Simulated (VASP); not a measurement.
Energy against volume of GaAs (zinc blende). These are HSEsol screened hybrid, VASP's PBE PAW potentials (set 64) (plane waves; VASP) values and carry that method's errors. Run with 520 eV cut-off, 6×6×6 Γ-centred mesh, Gaussian smearing of 0.050 eV, potentials Ga_d As.

```
V (Å³/atom)  E (eV/atom)
-----------  -----------
21.601          -5.21094
22.313          -5.21565
23.026          -5.20933
23.738          -5.19380
```

### Question
Fit these four points and predict the energy of the run at 24.450 Å³/atom.

### Answer
A cubic in V^(−2/3), the third-order Birch-Murnaghan form, passes through the four points with V0 = 22.24 Å³/atom and B0 = 79 GPa, and gives -5.1706 eV/atom there. The run gave -5.1705 eV/atom, +0.0 meV/atom from the fit; all five points give B0 = 79 GPa.

The compound is GaAs in the zinc blende structure. It was relaxed first. The cell's shape comes from a PBE relaxation.
